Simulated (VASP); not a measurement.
All values below come from optB88-vdW, VASP's PBE PAW potentials (set 64) (plane waves; VASP 6.6.1).

A VASP calculation is set up with these files.

**POSCAR**
```
Tb
1
    1.8299732431    -3.1696061751     0.0000000000
    1.8299732431     3.1696061751     0.0000000000
    0.0000000000     0.0000000000     5.7199407672
Tb
2
Direct
  0.3333330000   0.6666670000   0.2500000000
  0.6666670000   0.3333330000   0.7500000000
```

**KPOINTS**
```
Automatic mesh
0
Gamma
12 12 7
0 0 0
```

INCAR:
```
# general
SYSTEM  =Tb
PREC    =Accurate
ENCUT   =520
LREAL   =F
LASPH   =T

# electronic loop
EDIFF   =1E-7
NELM    =100
ALGO    =Normal
LMAXMIX =6

# smearing
ISMEAR  =1
SIGMA   =0.1

# functional
GGA     =BO
LUSE_VDW=T
AGGAC   =0.0
PARAM1  =0.1833333333
PARAM2  =0.22

# ions
IBRION  =2
NSW     =30
ISIF    =4
EDIFFG  =-0.01

# output
LWAVE   =F
LCHARG  =F
```

POTCAR, in this order: Tb_3 (PBE.64 set). Program: vasp_std.

Output of the run:

OSZICAR:
```
       N       E                     dE             d eps       ncg     rms          rms(c)
DAV:   1     0.471155100153E+02    0.47116E+02   -0.88986E+03  1984   0.123E+03
DAV:   2    -0.147182239803E+01   -0.48587E+02   -0.47491E+02  2121   0.257E+02
DAV:   3    -0.365495100973E+01   -0.21831E+01   -0.20411E+01  2708   0.308E+01
DAV:   4    -0.371224436311E+01   -0.57293E-01   -0.56320E-01  2366   0.471E+00
DAV:   5    -0.371389554488E+01   -0.16512E-02   -0.16489E-02  2824   0.667E-01    0.224E+01
DAV:   6    -0.373005622415E+01   -0.16161E-01   -0.17067E-02  2395   0.109E+00    0.134E+01
DAV:   7    -0.374722254523E+01   -0.17166E-01   -0.35505E-02  2278   0.158E+00    0.205E-01
DAV:   8    -0.374754219628E+01   -0.31965E-03   -0.15054E-03  2446   0.297E-01    0.803E-02
DAV:   9    -0.374766735720E+01   -0.12516E-03   -0.36282E-04  2276   0.132E-01    0.435E-02
DAV:  10    -0.374765843959E+01    0.89176E-05   -0.35403E-05  2386   0.439E-02    0.325E-02
DAV:  11    -0.374766682408E+01   -0.83845E-05   -0.14952E-05  2301   0.227E-02    0.274E-03
DAV:  12    -0.374766708224E+01   -0.25816E-06   -0.28705E-07  2761   0.325E-03    0.503E-03
DAV:  13    -0.374766699414E+01    0.88097E-07   -0.94487E-08  1463   0.242E-03
   1 F= -.37476670E+01 E0= -.37475882E+01  d E =-.374767E+01
       N       E                     dE             d eps       ncg     rms          rms(c)
DAV:   1    -0.374777015848E+01   -0.10308E-03   -0.37442E-03  2036   0.450E-01    0.392E-02
DAV:   2    -0.374772091597E+01    0.49243E-04   -0.62469E-05  2386   0.677E-02    0.233E-02
DAV:   3    -0.374769941679E+01    0.21499E-04   -0.26863E-05  2517   0.398E-02    0.119E-02
DAV:   4    -0.374769952262E+01   -0.10583E-06   -0.41470E-06  2515   0.147E-02    0.588E-03
DAV:   5    -0.374769954235E+01   -0.19732E-07   -0.89474E-08  1465   0.232E-03
   2 F= -.37476995E+01 E0= -.37476118E+01  d E =-.325482E-04
```

File OUTCAR:
```
------------------------ aborting loop because EDIFF is reached ----------------------------------------
  FORCE on cell =-STRESS in cart. coord.  units (eV):
  Direction    XX          YY          ZZ          XY          YZ          ZX
  --------------------------------------------------------------------------------------
  Total       -0.9632575     -0.9632572     -0.9366722      0.0000000      0.0000000     -0.0000000
  in kB      -23.2584837    -23.2584772    -22.6165637      0.0000000      0.0000000     -0.0000000
  external PRESSURE =     -23.0445082 kB  Pullay stress =       0.0000000 kB
  volume of cell :       66.35
      direct lattice vectors                 reciprocal lattice vectors
     1.829205021 -3.168275596 -0.000000000     0.273342788 -0.157814554  0.000000000
     1.829205021  3.168275596  0.000000000     0.273342788  0.157814554 -0.000000000
     0.000000000  0.000000000  5.724746215     0.000000000 -0.000000000  0.174680233
 POSITION                                       TOTAL-FORCE (eV/Angst)
 -----------------------------------------------------------------------------------
      1.82921      1.05609      1.43119        -0.000000      0.000000      0.000000
      1.82921     -1.05609      4.29356         0.000000     -0.000000      0.000000
 -----------------------------------------------------------------------------------
    total drift:                                0.000000      0.000113     -0.000011
  FREE ENERGIE OF THE ION-ELECTRON SYSTEM (eV)
  ---------------------------------------------------
  free  energy   TOTEN  =        -3.7476995424 eV

  energy  without entropy=       -3.7474361941  energy(sigma->0) =       -3.74761176

 reached required accuracy - stopping structural energy minimisation
```
(Selected blocks of OUTCAR.)

### CONTCAR
```
Tb
   1.00000000000000
     1.8292050205348589   -3.1682755962492326   -0.0000000000000000
     1.8292050205348589    3.1682755962492326    0.0000000000000000
     0.0000000000000000    0.0000000000000000    5.7247462152097865
  Tb
     2
Direct
     0.3333330000000032    0.6666669999999968    0.2500000000000000
     0.6666669999999968    0.3333330000000032    0.7500000000000000
```

The 4f electrons are frozen in the core of the lanthanide potential, so 4f levels, which can set the real gap, and their magnetism are missing.

The compound is Tb in the hcp structure. This cell is one point of a volume scan, at 1.06 of the reference volume. Symmetry was kept, so distortions that lower it aren't found.
